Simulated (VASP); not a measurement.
Given:

```
CELL_PARAMETERS angstrom
      9.64982     0.00000     0.00000
      0.00000     9.64982     0.00000
      0.00000     0.00000     9.71431
ATOMIC_POSITIONS crystal
  Sn 0.00000 0.00000 0.00000
  Sn 0.25000 0.25000 0.16667
  Sn 0.00000 0.00000 0.33333
  Sn 0.25000 0.25000 0.50000
  Sn 0.00000 0.00000 0.66667
  Sn 0.25000 0.25000 0.83333
  Sn 0.00000 0.50000 0.00000
  Sn 0.25000 0.75000 0.16667
  Sn 0.00000 0.50000 0.33333
  Sn 0.24596 0.74613 0.49833
  Sn 0.00000 0.50000 0.66667
  Sn 0.25000 0.75000 0.83333
  Sn 0.50000 0.00000 0.00000
  Sn 0.75000 0.25000 0.16667
  Sn 0.50000 0.00000 0.33333
  Sn 0.75000 0.25000 0.50000
  Sn 0.50000 0.00000 0.66667
  Sn 0.75000 0.25000 0.83333
  Sn 0.50000 0.50000 0.00000
  Sn 0.75000 0.75000 0.16667
  Sn 0.50494 0.49975 0.33497
  Sn 0.75000 0.75000 0.50000
  Sn 0.50299 0.50201 0.66273
  Sn 0.75000 0.75000 0.83333
  O  0.15350 0.15350 0.00000
  O  0.40350 0.09650 0.16667
  O  0.09650 0.40350 0.16667
  O  0.34650 0.34650 0.00000
  O  0.15350 0.15350 0.33333
  O  0.40350 0.09650 0.50000
  O  0.09650 0.40350 0.50000
  O  0.34796 0.34158 0.33109
  O  0.15350 0.15350 0.66667
  O  0.40350 0.09650 0.83333
  O  0.09650 0.40350 0.83333
  O  0.34135 0.34968 0.66671
  O  0.15350 0.65350 0.00000
  O  0.40595 0.60134 0.16699
  O  0.09650 0.90350 0.16667
  O  0.34650 0.84650 0.00000
  O  0.14958 0.65564 0.33423
  O  0.09650 0.90350 0.50000
  O  0.34325 0.84889 0.33819
  O  0.15508 0.65346 0.66246
  O  0.39838 0.59682 0.83338
  O  0.09650 0.90350 0.83333
  O  0.34653 0.84397 0.66577
  O  0.65350 0.15350 0.00000
  O  0.90350 0.09650 0.16667
  O  0.59650 0.40350 0.16667
  O  0.84650 0.34650 0.00000
  O  0.65350 0.15350 0.33333
  O  0.90350 0.09650 0.50000
  O  0.60146 0.40265 0.50412
  O  0.84650 0.34650 0.33333
  O  0.65350 0.15350 0.66667
  O  0.90350 0.09650 0.83333
  O  0.59650 0.40350 0.83333
  O  0.84650 0.34650 0.66667
  O  0.65350 0.65350 0.00000
  O  0.90350 0.59650 0.16667
  O  0.59650 0.90350 0.16667
  O  0.84650 0.84650 0.00000
  O  0.65320 0.65415 0.32895
  O  0.90350 0.59650 0.50000
  O  0.59650 0.90350 0.50000
  O  0.84650 0.84650 0.33333
  O  0.65043 0.65254 0.66938
  O  0.90350 0.59650 0.83333
  O  0.59650 0.90350 0.83333
  O  0.84650 0.84650 0.66667
  F  0.40129 0.59687 0.50323
```
Cell charge +2.

All values below come from PBE GGA, VASP's PBE PAW potentials (set 64) (plane waves; VASP). Run with PREC = Normal, LREAL = Auto, ISYM = 0, NELECT = 383.0, EDIFF = 1E-5, 400 eV cut-off, 1×1×1 Γ-centred mesh, Gaussian smearing of 0.050 eV, potentials Sn O F. Starting moments (MAGMOM): 72*0.0139. The cell's moment is fixed (NUPDOWN = 1).

The cell is charged, with a uniform compensating background. The supercell is sampled at Γ alone, which is coarse: total energies, pressure and levels can be off, energies of defects by several tenths of an eV.

Task: The ions are relaxed. Which structure does the run end with?

Result: 
```
CELL_PARAMETERS angstrom
      9.64982     0.00000     0.00000
      0.00000     9.64982     0.00000
      0.00000     0.00000     9.71431
ATOMIC_POSITIONS crystal
  Sn 0.00246 0.99756 0.00000
  Sn 0.24979 0.25040 0.16656
  Sn 0.99726 0.00273 0.33216
  Sn 0.24983 0.25010 0.50001
  Sn 0.99713 0.00283 0.66776
  Sn 0.24988 0.25039 0.83344
  Sn 0.99988 0.50024 0.99999
  Sn 0.25050 0.74939 0.16741
  Sn 0.99968 0.49991 0.33350
  Sn 0.23889 0.76104 0.49999
  Sn 0.99982 0.49978 0.66647
  Sn 0.25041 0.74951 0.83265
  Sn 0.49958 0.99994 0.00004
  Sn 0.75195 0.24794 0.16566
  Sn 0.50001 0.00023 0.33349
  Sn 0.74981 0.25010 0.50001
  Sn 0.50016 0.00008 0.66649
  Sn 0.75184 0.24800 0.83438
  Sn 0.49884 0.50114 0.00006
  Sn 0.74953 0.75016 0.16656
  Sn 0.50775 0.49219 0.32579
  Sn 0.74985 0.75021 0.50000
  Sn 0.50756 0.49247 0.67434
  Sn 0.74961 0.75015 0.83349
  O  0.15347 0.15292 0.99995
  O  0.40263 0.09674 0.16708
  O  0.09733 0.40424 0.16713
  O  0.34663 0.34732 0.00002
  O  0.15333 0.15428 0.33323
  O  0.40282 0.09701 0.50008
  O  0.09670 0.40322 0.49992
  O  0.34748 0.34983 0.33439
  O  0.15333 0.15427 0.66678
  O  0.40280 0.09678 0.83285
  O  0.09725 0.40405 0.83291
  O  0.34730 0.35011 0.66561
  O  0.15448 0.65261 0.99998
  O  0.40438 0.59544 0.16890
  O  0.09733 0.90269 0.16849
  O  0.34720 0.84534 0.00003
  O  0.15522 0.65247 0.33599
  O  0.09107 0.90883 0.50005
  O  0.34743 0.84467 0.33595
  O  0.15526 0.65242 0.66406
  O  0.40435 0.59563 0.83130
  O  0.09725 0.90271 0.83140
  O  0.34757 0.84449 0.66409
  O  0.65442 0.15102 0.00002
  O  0.90386 0.09604 0.16525
  O  0.59953 0.40059 0.16135
  O  0.84891 0.34540 0.99998
  O  0.65169 0.15553 0.33334
  O  0.90161 0.09828 0.49994
  O  0.59358 0.40640 0.50012
  O  0.84448 0.34811 0.33334
  O  0.65175 0.15543 0.66667
  O  0.90381 0.09606 0.83474
  O  0.59935 0.40056 0.83857
  O  0.84454 0.34803 0.66671
  O  0.65262 0.65339 0.00001
  O  0.90299 0.59706 0.16707
  O  0.59569 0.90262 0.16716
  O  0.84710 0.84652 0.00001
  O  0.65000 0.65258 0.33446
  O  0.90276 0.59698 0.50007
  O  0.59672 0.90332 0.49991
  O  0.84574 0.84659 0.33322
  O  0.64969 0.65291 0.66559
  O  0.90304 0.59707 0.83283
  O  0.59580 0.90264 0.83295
  O  0.84567 0.84666 0.66681
  F  0.40140 0.59812 0.49995
```
Cell charge +2. The cell ends with 1.00 μB, on the first 30 sites 0.00 0.00 0.00 0.00 0.00 0.00 0.00 0.00 0.00 0.00 0.00 0.00 0.00 0.00 0.00 0.00 0.00 0.00 0.00 0.00 0.00 0.00 0.00 0.00 0.02 0.02 0.02 0.02 0.02 0.02 μB.

Task: How much energy does the relaxation gain?

Result: The energy (σ→0) changes by -16.3 meV/atom, in 18 ionic steps.

The cell is a supercell with a defect, built from SnO2 (rutile): F_O, charge +2.
